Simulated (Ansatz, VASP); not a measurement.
# CuAgOF in two plane-wave programs

One calculation is typed for both programs; each brings its own data sets. How far apart do they land? The cell is invented: As first built, before any earlier steps moved the atoms (in the runner's words): it takes the LiCuOF structure with some of its atoms replaced by other elements, volume scaled by an estimate. It may not be a known or stable phase. The cell is taken from a series of VASP runs on this material, whose earlier steps may have relaxed, scaled or displaced it; both programs get it as it stands. Valence electrons are named where the data sets of a main pair hold unlike numbers.

Method: plane waves, with VASP 6.6.1 beside it; zone-centre phonons at PBE, in Ansatz 0.2.0.

## 1. Set-up

The structure is tetragonal, space group P4/mmm (No. 123). Conventional cell: a = 3.253 Å, b = 3.253 Å, c = 4.677 Å, α = 90.00°, β = 90.00°, γ = 90.00°. Nearest to Ag lie 4 F at 2.30 Å and 2 O at 2.34 Å. Nearest to Cu lie 4 O at 2.30 Å and 2 F at 2.34 Å. F has 4 Ag at 2.30 Å and 2 Cu at 2.34 Å nearest. Nearest to O lie 4 Cu at 2.30 Å and 2 Ag at 2.34 Å. As first built, before any earlier steps moved the atoms (in the runner's words): sites of the LiCuOF structure (space group 123) filled with other elements, volume scaled by an estimate. Farther neighbours and most contacts between anions are not listed.

Structure file:

```cif
data_structure
_symmetry_space_group_name_H-M 'P 1'
_symmetry_Int_Tables_number 1
_cell_length_a 3.2526
_cell_length_b 3.2526
_cell_length_c 4.6771
_cell_angle_alpha 90.000
_cell_angle_beta 90.000
_cell_angle_gamma 90.000
_cell_volume 49.48
loop_
_atom_site_label
_atom_site_type_symbol
_atom_site_fract_x
_atom_site_fract_y
_atom_site_fract_z
_atom_site_occupancy
Ag1 Ag 0.50000 0.50000 0.50000 1
Cu2 Cu 0.00000 0.00000 0.00000 1
F3 F 0.00000 0.00000 0.50000 1
O4 O 0.50000 0.50000 0.00000 1
```

## 2. VASP: zone-centre phonons, PBE

Second derivatives magnify differences that forces hide, and they need a tight electronic threshold.

Lines of VASP's logs that name or quote its potential files are left out, and so is its time.

File INCAR:

```
SYSTEM = CuAgOF
PREC = Accurate
ENCUT = 520
EDIFF = 1E-08
NELM = 100
ISMEAR = 1
SIGMA = 0.2
LREAL = .FALSE.
ALGO = Normal
GGA = PE
NBANDS = 23
LORBIT = 11
LWAVE = .FALSE.
LCHARG = .FALSE.
KPAR = 2
IBRION = 8
ISIF = 2
```

File POSCAR:

```
CuAgOF
1.0
    3.2526161501      0.0000000000      0.0000000000
    0.0000000000      3.2526161501      0.0000000000
    0.0000000000      0.0000000000      4.6770524075
Ag Cu F O
1 1 1 1
Direct
    0.5000000000      0.5000000000      0.5000000000
    0.0000000000      0.0000000000      0.0000000000
    0.0000000000      0.0000000000      0.5000000000
    0.5000000000      0.5000000000      0.0000000000
```

File KPOINTS:

```
Automatic mesh
0
Gamma
12 12 8
0 0 0
```

Potentials, in the order of the species: Ag, Cu, F and O (PBE family, release 64).

Launch:

```
$ mpirun -np 2 vasp_std
```

Numbers of over 12 decimals in the logs are rounded to 6 here.

Output:

```text
[banner, memory and clock lines left out]
running    2 mpi-ranks, on    1 nodes
 distrk:  each k-point on    1 cores,    2 groups
 distr:  one band on    1 cores,    1 groups

 POSCAR found type information on POSCAR AgCuF O
 POSCAR found :  4 types and       4 ions
 LDA part: xc-table for (Slater+PW92), standard interpolation
 POSCAR, INCAR and KPOINTS ok, starting setup
 FFT: planning ... GRIDC
 FFT: planning ... GRID_SOFT
 FFT: planning ... GRID
 WAVECAR not read
 entering main loop
       N       E                     dE             d eps       ncg     rms          rms(c)
DAV:   1     0.314184171774E+03    0.31418E+03   -0.17843E+04  6608   0.195E+03
DAV:   2     0.104217592457E+02   -0.30376E+03   -0.28602E+03  6918   0.428E+02
DAV:   3    -0.180651673234E+02   -0.28487E+02   -0.27487E+02  7998   0.136E+02
DAV:   4    -0.188049790114E+02   -0.73981E+00   -0.73796E+00  7115   0.219E+01
DAV:   5    -0.188228402208E+02   -0.17861E-01   -0.17856E-01  8484   0.340E+00    0.160E+01
DAV:   6    -0.204912815935E+02   -0.16684E+01   -0.35594E+01  8256   0.112E+02    0.140E+01
DAV:   7    -0.152365081063E+02    0.52548E+01   -0.10778E+01  8503   0.991E+01    0.723E+00
DAV:   8    -0.150764957650E+02    0.16001E+00   -0.22107E+00  9912   0.393E+01    0.514E+00
DAV:   9    -0.158748161721E+02   -0.79832E+00   -0.42054E+00  9075   0.477E+01    0.677E+00
DAV:  10    -0.151606145801E+02    0.71420E+00   -0.29415E+00  7923   0.701E+01    0.379E+00
DAV:  11    -0.150739615456E+02    0.86653E-01   -0.11471E+00  8532   0.187E+01    0.193E+00
DAV:  12    -0.150460717834E+02    0.27890E-01   -0.35369E-02  9717   0.298E+00    0.134E+00
DAV:  13    -0.150286129716E+02    0.17459E-01   -0.19166E-02 10030   0.436E+00    0.448E-01
DAV:  14    -0.150279103198E+02    0.70265E-03   -0.31434E-03  9705   0.565E-01    0.327E-01
DAV:  15    -0.150270724577E+02    0.83786E-03   -0.15416E-03  9605   0.119E+00    0.695E-02
DAV:  16    -0.150270066618E+02    0.65796E-04   -0.19564E-04  9619   0.206E-01    0.394E-02
DAV:  17    -0.150269980783E+02    0.85835E-05   -0.10707E-04  9862   0.168E-01    0.360E-02
DAV:  18    -0.150269975247E+02    0.55360E-06   -0.29394E-05  9890   0.103E-01    0.202E-02
DAV:  19    -0.150269916329E+02    0.58918E-05   -0.76908E-06  9717   0.583E-02    0.119E-02
DAV:  20    -0.150269904801E+02    0.11528E-05   -0.21541E-06  9614   0.344E-02    0.231E-03
DAV:  21    -0.150269904358E+02    0.44294E-07   -0.39277E-07 10028   0.137E-02    0.120E-03
DAV:  22    -0.150269904360E+02   -0.22374E-09   -0.40961E-08  6520   0.494E-03
   1 F= -.15026990E+02 E0= -.15027566E+02  d E =0.172613E-02
 Linear response reoptimize wavefunctions to high precision
DAV:   1    -0.150269904250E+02    0.10982E-07   -0.11787E-08  8128   0.249E-03
DAV:   2    -0.150269904252E+02   -0.14188E-09   -0.11870E-09  3782   0.271E-04
DAV:   3    -0.150269904251E+02    0.45929E-10   -0.52601E-11  3563   0.651E-05
 Linear response DOF=           8
 Linear response progress:
  Degree of freedom:   1/  8
       N       E                     dE             d eps       ncg     rms          rms(c)
RMM:   1    -0.307975865064E+00   -0.30798E+00   -0.23787E-01 18882   0.306E+00
RMM:   2    -0.299808126574E+00    0.81677E-02   -0.83461E-03 17761   0.664E-01    0.613E-02
RMM:   3    -0.299627697445E+00    0.18043E-03   -0.58182E-04 18384   0.158E-01    0.345E-02
RMM:   4    -0.299331998510E+00    0.29570E-03   -0.50416E-05 18475   0.481E-02    0.735E-03
RMM:   5    -0.299306145848E+00    0.25853E-04   -0.33322E-06 17360   0.201E-02    0.974E-03
RMM:   6    -0.299305876025E+00    0.26982E-06   -0.10070E-06 16410   0.129E-02    0.228E-03
RMM:   7    -0.299310944520E+00   -0.50685E-05   -0.25383E-07 18368   0.428E-03    0.743E-04
RMM:   8    -0.299311285324E+00   -0.34080E-06   -0.16275E-08 18315   0.117E-03    0.248E-04
RMM:   9    -0.299311196507E+00    0.88817E-07   -0.42115E-09 19160   0.389E-04    0.150E-04
RMM:  10    -0.299310663275E+00    0.53323E-06   -0.19519E-09 19167   0.229E-04    0.334E-05
RMM:  11    -0.299310593993E+00    0.69282E-07    0.12832E-10 18115   0.704E-05    0.107E-05
RMM:  12    -0.299310509752E+00    0.84241E-07   -0.57323E-10 19573   0.321E-05    0.466E-06
RMM:  13    -0.299310445522E+00    0.64230E-07   -0.41948E-10 19175   0.177E-05    0.888E-07
RMM:  14    -0.299310440883E+00    0.46386E-08   -0.39782E-10 16071   0.111E-05    0.616E-07
 first order change of Fermi-energy  -0.23779E-03
 force on displaced ion       1 direction 1 :  -8.318   0.000   0.000
 Linear response progress:
  Degree of freedom:   2/  8
       N       E                     dE             d eps       ncg     rms          rms(c)
RMM:   1    -0.317230210801E+00   -0.31723E+00   -0.24987E-01 11145   0.308E+00
RMM:   2    -0.307057042316E+00    0.10173E-01   -0.91010E-03 10023   0.736E-01    0.760E-02
RMM:   3    -0.306911580649E+00    0.14546E-03   -0.78978E-04 10615   0.185E-01    0.395E-02
[...]
RMM:  12    -0.306590910123E+00    0.16457E-06   -0.90321E-10 11122   0.600E-05    0.108E-05
RMM:  13    -0.306590909125E+00    0.99776E-09   -0.39506E-10 11066   0.224E-05    0.749E-06
 first order change of Fermi-energy  -0.82992E-03
 force on displaced ion       1 direction 3 :   0.000   0.000  -4.100
 Linear response progress:
  Degree of freedom:   3/  8
[...]
Linear response progress:
  Degree of freedom:   5/  8
       N       E                     dE             d eps       ncg     rms          rms(c)
RMM:   1    -0.533368321152E+00   -0.53337E+00    0.88848E-01 22744   0.389E+00
RMM:   2    -0.530379788885E+00    0.29885E-02   -0.61933E-03 16702   0.613E-01    0.670E-02
RMM:   3    -0.531469095983E+00   -0.10893E-02   -0.60767E-04 18036   0.143E-01    0.367E-02
RMM:   4    -0.532622916175E+00   -0.11538E-02   -0.11597E-04 17106   0.626E-02    0.909E-03
RMM:   5    -0.532754254190E+00   -0.13134E-03   -0.12004E-05 17098   0.302E-02    0.129E-02
RMM:   6    -0.532766156204E+00   -0.11902E-04   -0.22545E-06 16495   0.171E-02    0.257E-03
RMM:   7    -0.532723665780E+00    0.42490E-04   -0.85679E-07 17792   0.602E-03    0.720E-04
RMM:   8    -0.532726345389E+00   -0.26796E-05   -0.59587E-08 18918   0.153E-03    0.361E-04
RMM:   9    -0.532730339089E+00   -0.39937E-05   -0.78213E-09 18117   0.526E-04    0.205E-04
RMM:  10    -0.532729827095E+00    0.51199E-06   -0.35960E-09 19020   0.279E-04    0.223E-05
RMM:  11    -0.532729647183E+00    0.17991E-06   -0.64381E-10 19053   0.800E-05    0.120E-05
RMM:  12    -0.532729630962E+00    0.16221E-07   -0.22071E-10 19184   0.347E-05    0.312E-06
RMM:  13    -0.532729625793E+00    0.51692E-08   -0.43537E-10 19390   0.165E-05    0.100E-06
 first order change of Fermi-energy  -0.53290E-03
 force on displaced ion       3 direction 1 :  -6.898   0.000   0.000
 Linear response progress:
  Degree of freedom:   6/  8
       N       E                     dE             d eps       ncg     rms          rms(c)
RMM:   1    -0.547411205835E+00   -0.54741E+00    0.91772E-01 13000   0.402E+00
RMM:   2    -0.544486392179E+00    0.29248E-02   -0.54411E-03  8849   0.758E-01    0.605E-02
RMM:   3    -0.545650022862E+00   -0.11636E-02   -0.12817E-03 10334   0.220E-01    0.335E-02
RMM:   4    -0.546752127444E+00   -0.11021E-02   -0.12509E-04  9604   0.721E-02    0.127E-02
RMM:   5    -0.546882664910E+00   -0.13054E-03   -0.19037E-05  9636   0.454E-02    0.213E-02
RMM:   6    -0.546965396058E+00   -0.82731E-04   -0.47668E-06  9341   0.274E-02    0.306E-03
RMM:   7    -0.546948763776E+00    0.16632E-04   -0.19030E-06 10283   0.880E-03    0.143E-03
RMM:   8    -0.546955061646E+00   -0.62979E-05   -0.11471E-07 10425   0.238E-03    0.592E-04
RMM:   9    -0.546953008754E+00    0.20529E-05   -0.22347E-08 10813   0.980E-04    0.314E-04
RMM:  10    -0.546952869654E+00    0.13910E-06   -0.24013E-09 11129   0.434E-04    0.847E-05
RMM:  11    -0.546952784567E+00    0.85086E-07   -0.43452E-10 10417   0.141E-04    0.460E-05
RMM:  12    -0.546953089992E+00   -0.30542E-06   -0.51021E-10 10914   0.894E-05    0.220E-05
RMM:  13    -0.546953167166E+00   -0.77174E-07   -0.30937E-10 10648   0.364E-05    0.672E-06
RMM:  14    -0.546953190670E+00   -0.23504E-07   -0.31083E-10 11030   0.156E-05    0.272E-06
RMM:  15    -0.546953191922E+00   -0.12523E-08   -0.32671E-10 10663   0.121E-05    0.116E-06
 first order change of Fermi-energy  -0.18883E-02
 force on displaced ion       3 direction 3 :   0.000   0.000  -0.756
 Linear response progress:
  Degree of freedom:   7/  8
       N       E                     dE             d eps       ncg     rms          rms(c)
RMM:   1    -0.362140497872E+00   -0.36214E+00    0.42890E-01 23599   0.332E+00
RMM:   2    -0.358908206967E+00    0.32323E-02   -0.41231E-03 14852   0.769E-01    0.708E-02
RMM:   3    -0.359727290392E+00   -0.81908E-03   -0.14477E-03 18179   0.230E-01    0.428E-02
RMM:   4    -0.360585400852E+00   -0.85811E-03   -0.18054E-04 17350   0.856E-02    0.105E-02
RMM:   5    -0.360616806225E+00   -0.31405E-04   -0.21620E-05 18947   0.266E-02    0.414E-03
RMM:   6    -0.360568051011E+00    0.48755E-04   -0.19475E-06 16915   0.114E-02    0.535E-03
RMM:   7    -0.360533360033E+00    0.34691E-04   -0.72838E-07 16414   0.802E-03    0.104E-03
RMM:   8    -0.360540802479E+00   -0.74424E-05    0.82490E-08 18997   0.270E-03    0.599E-04
RMM:   9    -0.360557488248E+00   -0.16686E-04   -0.22684E-08 17195   0.141E-03    0.219E-04
RMM:  10    -0.360552268626E+00    0.52196E-05   -0.10778E-08 17687   0.528E-04    0.583E-05
RMM:  11    -0.360552663196E+00   -0.39457E-06   -0.25025E-09 18663   0.204E-04    0.178E-05
RMM:  12    -0.360552652380E+00    0.10816E-07    0.20052E-09 19265   0.640E-05    0.503E-06
RMM:  13    -0.360552612209E+00    0.40171E-07   -0.18747E-09 19270   0.246E-05    0.269E-06
RMM:  14    -0.360552586095E+00    0.26113E-07   -0.46551E-11 19032   0.154E-05    0.114E-06
RMM:  15    -0.360552580772E+00    0.53235E-08   -0.40388E-10 16026   0.116E-05    0.248E-07
 first order change of Fermi-energy  -0.26584E-03
 force on displaced ion       4 direction 1 :  -0.807   0.000   0.000
 Linear response progress:
  Degree of freedom:   8/  8
       N       E                     dE             d eps       ncg     rms          rms(c)
RMM:   1    -0.371768788603E+00   -0.37177E+00    0.42990E-01 12974   0.309E+00
RMM:   2    -0.369760479608E+00    0.20083E-02   -0.45199E-03  8824   0.624E-01    0.705E-02
RMM:   3    -0.370467007753E+00   -0.70653E-03   -0.11561E-03 10651   0.202E-01    0.373E-02
RMM:   4    -0.371123713142E+00   -0.65671E-03   -0.14919E-04  9997   0.783E-02    0.205E-02
RMM:   5    -0.371165549837E+00   -0.41837E-04   -0.24321E-05  9855   0.471E-02    0.177E-02
RMM:   6    -0.371250122490E+00   -0.84573E-04   -0.54359E-06  9713   0.249E-02    0.236E-03
RMM:   7    -0.371222948359E+00    0.27174E-04   -0.22409E-06 10653   0.972E-03    0.148E-03
RMM:   8    -0.371224424139E+00   -0.14758E-05   -0.10873E-07 10409   0.252E-03    0.486E-04
RMM:   9    -0.371220062409E+00    0.43617E-05   -0.12619E-08 10888   0.932E-04    0.215E-04
RMM:  10    -0.371220324867E+00   -0.26246E-06   -0.36926E-09 10967   0.342E-04    0.581E-05
RMM:  11    -0.371220624035E+00   -0.29917E-06   -0.20575E-10 11098   0.112E-04    0.515E-05
RMM:  12    -0.371220732765E+00   -0.10873E-06   -0.12623E-09 10689   0.552E-05    0.197E-05
RMM:  13    -0.371220699454E+00    0.33311E-07   -0.99262E-10 10427   0.355E-05    0.213E-06
RMM:  14    -0.371220685870E+00    0.13584E-07   -0.72552E-10 10816   0.179E-05    0.115E-06
RMM:  15    -0.371220697388E+00   -0.11518E-07   -0.62638E-10  9684   0.128E-05    0.403E-07
RMM:  16    -0.371220696250E+00    0.11378E-08   -0.64674E-10  5969   0.109E-05    0.145E-07
 first order change of Fermi-energy  -0.24058E-02
 force on displaced ion       4 direction 3 :  -0.000   0.000  -6.572
 Linear response finished
```

(Part 1 of 2 ends here.)

[Lines on the potential files, build, host, timing and source positions are cut from VASP's logs without a mark.]

[Logs are printed without paths, hosts, clocks, repeated set-up lines and the standing remarks that a program may print on its own settings, such as how far it seeks lower states.]

[Hosts, paths, dates, database ids (printed as entryN), source tags and the programs' standing remarks are cut or masked in the printed files.]
